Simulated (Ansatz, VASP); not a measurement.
# TaSeS (2H-TaSSe bilayer, like faces together) in two plane-wave programs, part 2 of 2

One calculation is typed for both programs; each brings its own data sets. How far apart do they land? The structure shown is the start of the Ansatz relaxation below; VASP solves that cell, so the two are compared at the walk's first step.

VASP 6.6.1 and Ansatz 0.2.0.

So far: The starting structure; Ansatz: relaxation, LDA.

**3. VASP: single point, LDA, start cell**

Level of this step: LDA, zero-moment start; plane waves and PAW (Se, Ta_pv, S) (VASP).

The same cell, functional (in two slightly different forms), mesh and smearing now go to VASP, with its own data sets.

Lines of VASP's logs that name or quote its potential files are left out, and so is its time.

Input file INCAR:

```
SYSTEM = TaSeS
PREC = Accurate
ENCUT = 400
EDIFF = 1E-06
NELM = 200
ISMEAR = -1
SIGMA = 0.05
LREAL = .FALSE.
ALGO = Normal
GGA = CA
NBANDS = 32
ISPIN = 2
MAGMOM = 0 -0 0 0 0 0
LASPH = .TRUE.
LMAXMIX = 4
LORBIT = 11
LWAVE = .FALSE.
LCHARG = .FALSE.
ISIF = 2
LDIPOL = .TRUE.
IDIPOL = 3
DIPOL = 0.5 0.5 0.5
LVHAR = .TRUE.
GGA_COMPAT = .FALSE.
NELMDL = -8
KPAR = 2
```

Input file POSCAR:

```
TaSeS
1.0
    3.4050000000      0.0000000000      0.0000000000
   -1.7025000000      2.9488160000      0.0000000000
    0.0000000000      0.0000000000     51.4490770000
Se Ta S
2 2 2
Direct
    0.3333334464      0.6666668927      0.4003959099
    0.6666667232      0.3333334464      0.5996040901
    0.0000000000      0.0000000000      0.4377721490
    0.3333334464      0.6666668927      0.5622278510
    0.3333334464      0.6666668927      0.4708449483
    0.6666667232      0.3333334464      0.5291550323
```

Input file KPOINTS:

```
Automatic mesh
0
Gamma
12 12 1
0 0 0
```

Potentials, in the order of the species: Se, Ta_pv and S (LDA family, release 64).

Command:

```sh
$ mpirun -np 2 vasp_std
```

Numbers of over 12 decimals in the logs are rounded to 6 here.

What it wrote:

```text
[banner, memory and clock lines left out]
running    2 mpi-ranks, on    1 nodes
 distrk:  each k-point on    1 cores,    2 groups
 distr:  one band on    1 cores,    1 groups

 POSCAR found type information on POSCAR SeTaS
 POSCAR found :  3 types and       6 ions
 LDA part: xc-table for (Slater(with rela. corr.)+CA(PZ))
 , standard interpolation
|                                                                             |
|           W    W    AA    RRRRR   N    N  II  N    N   GGGG   !!!           |
|           W    W   A  A   R    R  NN   N  II  NN   N  G    G  !!!           |
|           W    W  A    A  R    R  N N  N  II  N N  N  G       !!!           |
|           W WW W  AAAAAA  RRRRR   N  N N  II  N  N N  G  GGG   !            |
|           WW  WW  A    A  R   R   N   NN  II  N   NN  G    G                |
|           W    W  A    A  R    R  N    N  II  N    N   GGGG   !!!           |
|                                                                             |
|     One of the lattice vectors is very long (>50 A), but AMIN is rather     |
|     large. This can spoil convergence since charge sloshing might occur     |
|     along the long lattice vector. If problems with convergence are         |
|     observed, try to decrease AMIN to a smaller value (e.g. 0.01).          |
|     Note: This warning only applies if the self-consistency cycle is        |
|     used.                                                                   |
|                                                                             |

 POSCAR, INCAR and KPOINTS ok, starting setup
 FFT: planning ... GRIDC
 FFT: planning ... GRID_SOFT
 FFT: planning ... GRID
 WAVECAR not read
 entering main loop
       N       E                     dE             d eps       ncg     rms          rms(c)
DAV:   1     0.279585400137E+03    0.27959E+03   -0.17549E+04  3024   0.870E+02
DAV:   2    -0.137944131254E+02   -0.29338E+03   -0.28434E+03  3496   0.202E+02
DAV:   3    -0.497001685279E+02   -0.35906E+02   -0.35495E+02  3104   0.678E+01
DAV:   4    -0.508159122243E+02   -0.11157E+01   -0.11070E+01  3272   0.136E+01
DAV:   5    -0.508443150328E+02   -0.28403E-01   -0.28320E-01  3224   0.206E+00
DAV:   6    -0.508452589799E+02   -0.94395E-03   -0.94265E-03  3240   0.389E-01
DAV:   7    -0.508453058056E+02   -0.46826E-04   -0.46813E-04  3296   0.802E-02
DAV:   8    -0.508453078671E+02   -0.20615E-05   -0.20615E-05  3144   0.155E-02    0.191E+01
DAV:   9    -0.481670687190E+02    0.26782E+01   -0.10079E+01  2824   0.172E+01    0.102E+01
DAV:  10    -0.486499347023E+02   -0.48287E+00   -0.85795E+00  2912   0.117E+01    0.552E+00
DAV:  11    -0.669579241129E+02   -0.18308E+02   -0.13430E+02  3736   0.249E+01    0.198E+01
DAV:  12    -0.475784811234E+02    0.19379E+02   -0.52627E+01  3552   0.172E+01    0.219E+00
DAV:  13    -0.475079277973E+02    0.70553E-01   -0.24243E+00  2992   0.533E+00    0.135E+00
DAV:  14    -0.475093568733E+02   -0.14291E-02   -0.42299E-01  3136   0.213E+00    0.770E-01
[...]
DAV:  28    -0.474845265916E+02   -0.31254E-04   -0.39616E-06  2312   0.565E-03    0.392E-03
DAV:  29    -0.474845448453E+02   -0.18254E-04   -0.35056E-06  1944   0.521E-03    0.405E-03
DAV:  30    -0.474845481613E+02   -0.33160E-05   -0.73573E-07  1536   0.188E-03    0.224E-03
DAV:  31    -0.474845598664E+02   -0.11705E-04   -0.10911E-06  1768   0.398E-03    0.182E-03
DAV:  32    -0.474845624806E+02   -0.26142E-05   -0.29796E-07  1296   0.192E-03    0.232E-03
DAV:  33    -0.474845636445E+02   -0.11639E-05   -0.13751E-07  1312   0.105E-03    0.172E-03
DAV:  34    -0.474845652232E+02   -0.15787E-05   -0.19961E-07  1432   0.118E-03    0.938E-04
DAV:  35    -0.474845660125E+02   -0.78931E-06   -0.39009E-08  1216   0.669E-04
   1 F= -.47484566E+02 E0= -.47455970E+02  d E =-.571928E-01  mag=    -0.0001
```

OUTCAR, selected parts (step 3):

```text
ion  position               nearest neighbor table
   1  0.333  0.667  0.400-   3 2.75   3 2.75   3 2.75
   2  0.667  0.333  0.600-   4 2.75   4 2.75   4 2.75
   3  0.000  0.000  0.438-   5 2.60   5 2.60   5 2.60   1 2.75   1 2.75   1 2.75
   4  0.333  0.667  0.562-   6 2.60   6 2.60   6 2.60   2 2.75   2 2.75   2 2.75
   5  0.333  0.667  0.471-   3 2.60   3 2.60   3 2.60
   6  0.667  0.333  0.529-   4 2.60   4 2.60   4 2.60

  LATTYP: Found a hexagonal cell.
 ALAT       =     3.4050000000
 C/A-ratio  =    15.1098610866

 Subroutine GETGRP returns: Found  6 space group operations
 (whereof  6 operations were pure point group operations)

The static configuration has the point symmetry C_3v.

 Found     19 irreducible k-points:

   k-points           NKPTS =     19   k-points in BZ     NKDIM =     19   number of bands    NBANDS=     32

   dimension x,y,z NGX =    24 NGY =   24 NGZ =  336
   dimension x,y,z NGXF=    48 NGYF=   48 NGZF=  672

   ENCUT  =  400.0 eV  29.40 Ry    5.42 a.u.   5.55  5.55 83.90*2*pi/ulx,y,z

   NELECT =      46.0000    total number of electrons

 k-points in reciprocal lattice and weights: Automatic mesh
   0.00000000  0.00000000  0.00000000       0.007
   0.08333333  0.00000000  0.00000000       0.042
   0.16666667  0.00000000  0.00000000       0.042
   0.25000000  0.00000000  0.00000000       0.042
   0.33333333  0.00000000  0.00000000       0.042
   0.41666667  0.00000000  0.00000000       0.042
   0.50000000  0.00000000  0.00000000       0.021
   0.08333333  0.08333333  0.00000000       0.042
   0.16666667  0.08333333  0.00000000       0.083
[...]
0.33333333  0.25000000  0.00000000       0.083
   0.33333333  0.33333333  0.00000000       0.014

 dipolmoment           0.000000      0.000000      0.000320 electrons x Angstroem

 average (electrostatic) potential at core
       1 -67.0644       2 -67.0548       3 -46.8631       4 -46.8549       5 -94.8107
       6 -94.8068

 E-fermi :  -3.2243

 spin component 1
 k-point     1 :       0.0000    0.0000    0.0000
  band No.  band energies     occupation
    ...
     18      -4.7719      1.00000
     19      -3.4926      0.99535
     20      -3.4926      0.99535
     21      -3.4735      0.99320
     22      -3.4735      0.99320
     23      -3.1517      0.18969
     24      -2.4581      0.00000
     25      -0.5131      0.00000
     26      -0.5131      0.00000
     27      -0.4308      0.00000
    ...

 k-point     2 :       0.0833    0.0000    0.0000
  band No.  band energies     occupation
    ...
     18      -4.7297      1.00000
     19      -3.7293      0.99996
     20      -3.7030      0.99993
     21      -3.6072      0.99953
     22      -3.5888      0.99932
     23      -3.1351      0.14387
     24      -2.5964      0.00000
     25      -0.7736      0.00000
     26      -0.6731      0.00000
     27      -0.5695      0.00000
    ...

 k-point     3 :       0.1667    0.0000    0.0000
  band No.  band energies     occupation
    ...
     18      -4.6834      1.00000
     19      -4.2946      1.00000
     20      -4.2310      1.00000
     21      -3.7968      0.99999
     22      -3.7871      0.99999
     23      -3.1815      0.29812
     24      -2.9643      0.00549
     25      -1.2053      0.00000
     26      -0.9711      0.00000
     27      -0.6727      0.00000
    ...

 k-point     4 :       0.2500    0.0000    0.0000
  band No.  band energies     occupation
    ...
     20      -4.6226      1.00000
     21      -3.8317      0.99999
     22      -3.8187      0.99999
     23      -3.4473      0.98858
     24      -3.3793      0.95691
     25      -1.2231      0.00000
     26      -0.9656      0.00000
     27      -0.6623      0.00000
     28      -0.5758      0.00000
     29      -0.1819      0.00000
    ...

 k-point     5 :       0.3333    0.0000    0.0000
  band No.  band energies     occupation
    ...
     20      -4.8352      1.00000
     21      -3.7822      0.99999
     22      -3.7385      0.99997
     23      -3.7006      0.99993
     24      -3.6343      0.99973
     25      -0.8459      0.00000
     26      -0.6822      0.00000
     27      -0.4408      0.00000
     28      -0.3836      0.00000
     29       0.1015      0.00000
    ...

 k-point     6 :       0.4167    0.0000    0.0000
  band No.  band energies     occupation
    ...
     20      -4.9381      1.00000
     21      -3.7599      0.99998
     22      -3.7158      0.99995
     23      -3.6880      0.99991
     24      -3.6233      0.99966
     25      -0.3310      0.00000
     26      -0.2643      0.00000
     27      -0.1066      0.00000
     28      -0.0796      0.00000
     29       0.3315      0.00000
    ...

  Total       -9.7137859     -9.7137826    -21.8133182      0.0000000      0.0000000      0.0000000
  in kB      -30.1270585    -30.1270482    -67.6534484      0.0000000      0.0000000      0.0000000
  external PRESSURE =     -42.6358517 kB  Pullay stress =       0.0000000 kB

  energy-cutoff  :      400.00
  volume of cell :      516.59
      direct lattice vectors                 reciprocal lattice vectors
     3.405000000  0.000000000  0.000000000     0.293685756  0.169559579  0.000000000
    -1.702500000  2.948816000  0.000000000     0.000000000  0.339119158  0.000000000
     0.000000000  0.000000000 51.449077000     0.000000000  0.000000000  0.019436695

 POSITION                                       TOTAL-FORCE (eV/Angst)
 -----------------------------------------------------------------------------------
      0.00000      1.96588     20.60000         0.000000      0.000000      2.913701
      1.70250      0.98294     30.84908        -0.000000     -0.000000     -2.925076
      0.00000      0.00000     22.52297         0.000000      0.000000      0.074738
      0.00000      1.96588     28.92610         0.000000      0.000000     -0.055590
      0.00000      1.96588     24.22454        -0.000000     -0.000000     -2.858927
      1.70250      0.98294     27.22454        -0.000000      0.000000      2.851154
 -----------------------------------------------------------------------------------
    total drift:                               -0.000000     -0.001121      0.000063

  FREE ENERGIE OF THE ION-ELECTRON SYSTEM (eV)
  ---------------------------------------------------
  free  energy   TOTEN  =       -47.4845660125 eV

  energy  without entropy=      -47.4273731986  energy(sigma->0) =      -47.45596961

 vacuum level on the upper side and lower side of the slab         2.385         2.379

 total charge
# of ion       s       p       d       tot
------------------------------------------
    1        1.483   2.270   0.037   3.790
    2        1.483   2.270   0.037   3.790
    3        0.271   6.140   2.191   8.602
    4        0.271   6.140   2.191   8.602
    5        1.357   2.278   0.000   3.635
    6        1.357   2.279   0.000   3.636
--------------------------------------------------
tot          6.222  21.376   4.457  32.055

 magnetization (x)
# of ion       s       p       d       tot
------------------------------------------
    1        0.000  -0.000  -0.000  -0.000
    2        0.000  -0.000  -0.000  -0.000
    3       -0.000  -0.000  -0.000  -0.000
    4       -0.000  -0.000  -0.000  -0.000
    5        0.000  -0.000   0.000  -0.000
    6        0.000  -0.000   0.000  -0.000
--------------------------------------------------
tot         -0.000  -0.000  -0.000  -0.000

[... 5 further parts left out ...]
```

**4. Side by side**

Known differences besides the potentials themselves: the two LDA forms differ slightly; Ansatz cuts the interaction across the vacuum, VASP repeats the sheet with a dipole correction; the data sets hold 70 valence electrons in Ansatz (on its default PAW (the set named soft_2) files) and 46 in VASP; the cutoff is 420 eV in Ansatz and 400 eV in VASP; VASP's log shows a relativistic correction to its local exchange, Ansatz's none. Total energies have different zeros and are not compared.

Forces (eV/Å; atoms numbered as in POSCAR):

```csv
atom,"Ansatz x, y, z","VASP x, y, z"
Se1,"0.000, 0.000, 2.956","0.000, 0.000, 2.914"
Se2,"0.000, 0.000, -2.968","0.000, 0.000, -2.925"
Ta3,"0.000, 0.000, 0.059","0.000, 0.000, 0.075"
Ta4,"0.000, 0.000, -0.040","0.000, 0.000, -0.056"
S5,"0.000, 0.000, -2.884","0.000, 0.000, -2.859"
S6,"0.000, 0.000, 2.877","0.000, 0.000, 2.851"
```

The forces differ by 17 meV/Å r.m.s., which is 1.3 % of the r.m.s. force of 1.361 eV/Å (both taken over all components). Moments aren't recorded for both runs of this pair, so they may hold unlike magnetic states. With vacuum in the cell, a pressure given here is an average over mostly empty space and none of the material.

**5. Results**

```json
{"r.m.s. force difference (single point, LDA, start cell)": "1.3 % of the r.m.s. force"}
```

**Reading.** The r.m.s. force difference is 1.3 % of the r.m.s. force (single point, LDA, start cell), within the 3 % picked in this series as the mark of a large difference. The data sets hold unlike numbers of valence electrons (70 in Ansatz and 46 in VASP), so part of the differences comes from the potentials. 1 further run of this series is not shown here. How closely two codes agree says nothing of how well the functional describes the real material.

[Lines on the potential files, build, host, timing and source positions are cut from VASP's logs without a mark.]

[Logs are printed without paths, hosts, clocks, repeated set-up lines and the standing remarks that a program may print on its own settings, such as how far it seeks lower states.]

[Hosts, paths, dates, database ids (printed as entryN), source tags and the programs' standing remarks are cut or masked in the printed files.]
